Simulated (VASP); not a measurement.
# ZnCu3H6Cl2O6 (Herbertsmithite) with r2SCAN: from relaxation to properties, part 2 of 2

How well does r2SCAN reproduce what experiment finds for ZnCu3H6Cl2O6 (Herbertsmithite)? The cell is relaxed first, and properties follow on it. The start is a cell from a database of measured crystal structures.

VASP 6.6.1; r2SCAN, no spin polarisation; plane waves and PAW (Zn, Cu, H, Cl, O).

Still holding for the runs below: This run has no spin polarisation, although Cu can carry a moment. Its electron count is odd, so without a moment it is a metal by construction. Oxides and halides of Cu are often magnetic insulators, and a metal at this level, without U or exact exchange, may be an artefact.

So far. Step 6 (Field gradients at the nuclei (r2SCAN)): The largest gradient, -107.37 V/Å², sits on Cu2 and like sites; times the quadrupole moment of a nucleus that has one, it gives the coupling that NMR and NQR see. Step 7 (Volume scan with r2SCAN): The pressure here is 8.16 GPa.

**8. Volume scan with r2SCAN (run 2)**

Contents of INCAR:

```
SYSTEM = ZnCu3H6Cl2O6
PREC = Accurate
ENCUT = 520
EDIFF = 1E-06
NELM = 100
ISMEAR = 0
SIGMA = 0.05
LREAL = .FALSE.
ALGO = Normal
METAGGA = R2SCAN
LASPH = .TRUE.
NBANDS = 68
LORBIT = 11
LWAVE = .FALSE.
LCHARG = .FALSE.
KPAR = 8
ISIF = 2
```

Contents of POSCAR:

```
ZnCu3H6Cl2O6
1.0
    3.4329128153      1.9819931379      4.4493819171
   -3.4329128153      1.9819931379      4.4493819171
    0.0000000000     -3.9639862759      4.4493819171
Zn Cu H Cl O
1 3 6 2 6
Direct
    0.5000000000      0.5000000000      0.5000000000
    0.5000000000      0.5000000000      0.0000000000
    0.0000000000      0.5000000000      0.5000000000
    0.5000000000      0.0000000000      0.5000000000
    0.2207400231      0.8188594104      0.2207400231
    0.2207400231      0.2207400231      0.8188594104
    0.8188594104      0.2207400231      0.2207400231
    0.7792599769      0.1811405896      0.7792599769
    0.1811405896      0.7792599769      0.7792599769
    0.7792599769      0.7792599769      0.1811405896
    0.1791796702      0.1791796702      0.1791796702
    0.8208203298      0.8208203298      0.8208203298
    0.2654830559      0.6397545405      0.2654830559
    0.2654830559      0.2654830559      0.6397545405
    0.6397545405      0.2654830559      0.2654830559
    0.7345169441      0.3602454595      0.7345169441
    0.3602454595      0.7345169441      0.7345169441
    0.7345169441      0.7345169441      0.3602454595
```

Contents of KPOINTS:

```
Automatic mesh
0
Gamma
5 5 5
0 0 0
```

Potentials, in the order of the species: Zn, Cu, H, Cl and O (PBE family, release 64).

Command:

```console
> mpirun -np 8 vasp_std
```

It took 2.2 min on 8 MPI ranks of AMD EPYC 9R45, shared host; peak memory 3.9 GiB.

Numbers from this step:

```
free energy (TOTEN)     : -127.6135 eV
energy at zero smearing : -127.6086 eV
Fermi energy            : 2.403 eV
pressure                : 5.152 GPa
```

Force by atom:

```csv
atom,x (eV/Å),y (eV/Å),z (eV/Å),size
Zn1,0.000,0.000,0.000,0.000
Cu2,0.000,0.000,0.000,0.000
Cu3,0.000,0.000,0.000,0.000
Cu4,0.000,0.000,0.000,0.000
H5,-0.461,0.266,0.216,0.574
H6,0.000,-0.532,0.216,0.574
H7,0.461,0.266,0.216,0.574
H8,0.461,-0.266,-0.216,0.574
H9,-0.461,-0.266,-0.216,0.574
H10,0.000,0.532,-0.216,0.574
Cl11,0.000,0.000,0.025,0.025
Cl12,0.000,0.000,-0.025,0.025
O13,0.201,-0.116,-0.188,0.298
O14,0.000,0.232,-0.188,0.298
O15,-0.201,-0.116,-0.188,0.298
O16,-0.201,0.116,0.188,0.298
O17,0.201,0.116,0.188,0.298
O18,0.000,-0.232,0.188,0.298
```

The pressure falls from 8.16 to 5.15 GPa.

The run ends at a pressure of 5.15 GPa, with forces up to 0.57 eV/Å.

**9. Volume scan with r2SCAN (run 3)**

INCAR is that of step 8.

Changes to POSCAR since step 8:

```diff
@@ -2,5 +2,5 @@
 1.0
-    3.4329128153      1.9819931379      4.4493819171
-   -3.4329128153      1.9819931379      4.4493819171
-    0.0000000000     -3.9639862759      4.4493819171
+    3.4565888242      1.9956624881      4.4800682793
+   -3.4565888242      1.9956624881      4.4800682793
+    0.0000000000     -3.9913249762      4.4800682793
 Zn Cu H Cl O
```

KPOINTS is that of step 8.

Command:

```console
> mpirun -np 8 vasp_std
```

It took 2.2 min on 8 MPI ranks; peak memory 3.9 GiB.

The pressure falls from 5.15 to 2.45 GPa.

The run ends at a pressure of 2.45 GPa, with forces up to 0.28 eV/Å.

**10. Volume scan with r2SCAN (run 4)**

INCAR is that of step 9.

Changes to POSCAR since step 9:

```diff
@@ -2,5 +2,5 @@
 1.0
-    3.4565888242      1.9956624881      4.4800682793
-   -3.4565888242      1.9956624881      4.4800682793
-    0.0000000000     -3.9913249762      4.4800682793
+    3.4799448626      2.0091471031      4.5103399292
+   -3.4799448626      2.0091471031      4.5103399292
+    0.0000000000     -4.0182942063      4.5103399292
 Zn Cu H Cl O
```

KPOINTS is that of step 9.

Command:

```console
> mpirun -np 8 vasp_std
```

Elapsed: 2.4 min, on 8 MPI ranks; peak memory 3.9 GiB; 19 min of CPU time.

The pressure falls from 2.45 to 0.02 GPa.

The run ends at a pressure of 0.02 GPa, with forces up to 0.0073 eV/Å.

**11. Volume scan with r2SCAN (run 5)**

INCAR is that of step 10.

Changes to POSCAR since step 10:

```diff
@@ -2,5 +2,5 @@
 1.0
-    3.4799448626      2.0091471031      4.5103399292
-   -3.4799448626      2.0091471031      4.5103399292
-    0.0000000000     -4.0182942063      4.5103399292
+    3.5029915267      2.0224531008      4.5402106006
+   -3.5029915267      2.0224531008      4.5402106006
+    0.0000000000     -4.0449062018      4.5402106006
 Zn Cu H Cl O
```

KPOINTS is that of step 10.

Command:

```console
> mpirun -np 8 vasp_std
```

The job ended after 2.2 min (8 MPI ranks; peak memory 4 GiB).

The pressure falls from 0.02 to -2.14 GPa.

The run ends at a pressure of -2.14 GPa, with forces up to 0.26 eV/Å.

**12. Volume scan with r2SCAN (run 6)**

INCAR is that of step 11.

Changes to POSCAR since step 11:

```diff
@@ -2,5 +2,5 @@
 1.0
-    3.5029915267      2.0224531008      4.5402106006
-   -3.5029915267      2.0224531008      4.5402106006
-    0.0000000000     -4.0449062018      4.5402106006
+    3.5257388623      2.0355862812      4.5696933137
+   -3.5257388623      2.0355862812      4.5696933137
+    0.0000000000     -4.0711725624      4.5696933137
 Zn Cu H Cl O
```

KPOINTS is that of step 11.

Command:

```console
> mpirun -np 8 vasp_std
```

Run time: 2.2 min. Hardware: 8 MPI ranks; peak memory 4 GiB; 18 min of CPU time.

The pressure falls from -2.14 to -4.08 GPa.

The run ends at a pressure of -4.08 GPa, with forces up to 0.51 eV/Å.

**13. Volume scan with r2SCAN (run 7)**

A prediction first. A parabola through the 6 pressures of evenly scaled cells so far, P = 0.02 -115.0 t +266 t² GPa with t = ln(V/V₁) and V₁ the volume at scale 1, gives -5.77 GPa at t = +0.0583.

INCAR is that of step 12.

Changes to POSCAR since step 12:

```diff
@@ -2,5 +2,5 @@
 1.0
-    3.5257388623      2.0355862812      4.5696933137
-   -3.5257388623      2.0355862812      4.5696933137
-    0.0000000000     -4.0711725624      4.5696933137
+    3.5481964032      2.0485521485      4.5988004253
+   -3.5481964032      2.0485521485      4.5988004253
+    0.0000000000     -4.0971042970      4.5988004253
 Zn Cu H Cl O
```

KPOINTS is that of step 12.

Command:

```console
> mpirun -np 8 vasp_std
```

Elapsed: 2.2 min, on 8 MPI ranks; peak memory 4 GiB.

The pressure falls from -4.08 to -5.85 GPa. The parabola predicted -5.77 GPa, +0.08 GPa off.

**14. The series together**

Times are for 8 MPI ranks of AMD EPYC 9R45, shared host. The series side by side:

```csv
no.,volume scale,energy above the lowest point (meV/atom),pressure (GPa),time,memory (GiB)
1,0.94,16.18,8.157,2.2 min,3.9
2,0.96,7.16,5.152,2.2 min,3.9
3,0.98,1.9,2.453,2.2 min,3.9
4,1,0,0.02285,2.4 min,3.9
5,1.02,1.1,-2.141,2.2 min,4
6,1.04,4.91,-4.082,2.2 min,4
7,1.06,11.16,-5.849,2.2 min,4.0
```

**15. Fit for r2SCAN**

This step: Birch-Murnaghan fit, r2SCAN; plane waves and PAW (VASP 6.6.1).

No new run; the numbers come from the runs before.

This step gave:

```
pressure derivative of the bulk modulus : 4.462
r.m.s. error of the fit                 : 3.60e-6 eV/atom
minimum inside the sampled range        : yes
bulk modulus                            : 113.6 GPa
equilibrium volume of the fit           : 10.54 Å³/atom
```

Energy above the fitted minimum against volume:

```csv
volume (Å³/atom),energy above the fitted minimum (eV/atom)
9.881,0.0162
10.091,0.00718
10.301,0.00192
10.512,2.6e-5
10.722,0.00113
10.932,0.00494
11.142,0.0112
```

The fitted volume lies +0.23 % from the relaxed one. At a finite cutoff and mesh the minimum of the energy and the zero of the stress don't quite coincide, and the relaxation stops at a threshold. The atoms bear forces along the scan, since they were held; freeing them would lower the modulus.

**16. What came out**

```json
{
 "relaxed volume": "10.51 Å³/atom",
 "relaxed conventional cell a, b, c": "6.960, 6.960, 13.531 Å; angles 90.0, 90.0, 120.0°",
 "space group after relaxing, within 0.02 Å": "R-3m (No. 166)",
 "band gap": "none, a metal",
 "DOS at the Fermi level": "6.66 states/eV/cell",
 "largest field gradient Vzz": "-107.37 V/Å² on Cu2",
 "bulk modulus from the fit": "114 GPa",
 "volume from the fit": "10.5 Å³/atom"
}
```

What this shows: With r2SCAN, ZnCu3H6Cl2O6 (Herbertsmithite) relaxes to 10.51 Å³/atom in space group R-3m (held by the symmetry of the run), comes out as a metal and has a bulk modulus of 114 GPa at fixed shape and positions, an upper bound. Against the listed cell the volume lies -0.3 % (a +1.8 %, c -3.9 %). Bands along the symmetry lines (r2SCAN): Of the bands kept, 1 crosses the Fermi level on this path. A metal found without U or exact exchange in such a compound may be an artefact of the functional and of the small cell. Magnetism was not tested. With an odd electron count and no spin the cell is a metal by construction. No search among competing phases was made, and a listed structure need not be the one stable at ambient conditions. All values are for a static lattice at zero temperature.

Computed beside measured:

| quantity | measured | r2SCAN |
| --- | --- | --- |
| lattice constant a (Å) | 6.8446 | 6.960 (+1.7 %) |
| lattice constant c (Å) | 14.0935 | 13.531 (-4.0 %) |

Measured values from arxiv:2411.18331 (2024).

How well it matches: The lattice constant a is off by +1.7 %. The lattice constant c is off by -4.0 %. The magnetic state of these runs (no moments) need not be that of the sample, so the match is not graded. Zero-point motion and thermal expansion (measured at up to 300 K) are not in the computed lattice constants.

[Lines on the potential files, build, host, timing and source positions are cut from VASP's logs without a mark.]

[Logs are printed without paths, hosts, clocks, repeated set-up lines and the standing remarks that a program may print on its own settings, such as how far it seeks lower states.]

[Hosts, paths, dates, database ids (printed as entryN), source tags and the programs' standing remarks are cut or masked in the printed files.]

[A measured line is paired with the nearest computed mode of its activity, which favours agreement.]
